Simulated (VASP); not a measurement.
Consider the following.

```yaml
crystal:
  lattice:
    - [0.00000, 1.99737, 1.99737]
    - [1.99737, 0.00000, 1.99737]
    - [1.99737, 1.99737, 0.00000]
  atoms:
    - { symbol: Li, position: [0.00000, 0.00000, 0.00000] }
    - { symbol: H, position: [0.50000, 0.50000, 0.50000] }
```

Method: r2SCAN meta-GGA, VASP's PBE PAW potentials (set 64) (plane waves; VASP). Numerical set-up: PREC = Normal, EDIFF = 1E-5, 450 eV cut-off, 13×13×13 Γ-centred mesh, Gaussian smearing of 0.050 eV, potentials Li_sv H.

At this cut-off the stress carries a Pulay error, which pulls relaxed volumes low.

Task: Give the stress tensor in GPa (positive for a compressed cell).

Result: 
```
-1.31   0.00   0.00
 0.00  -1.31   0.00
 0.00   0.00  -1.31
```
The pressure is its mean diagonal, -1.31 GPa.

The compound is LiH in the rock salt structure. It was relaxed first, which changed the volume by -6 %.
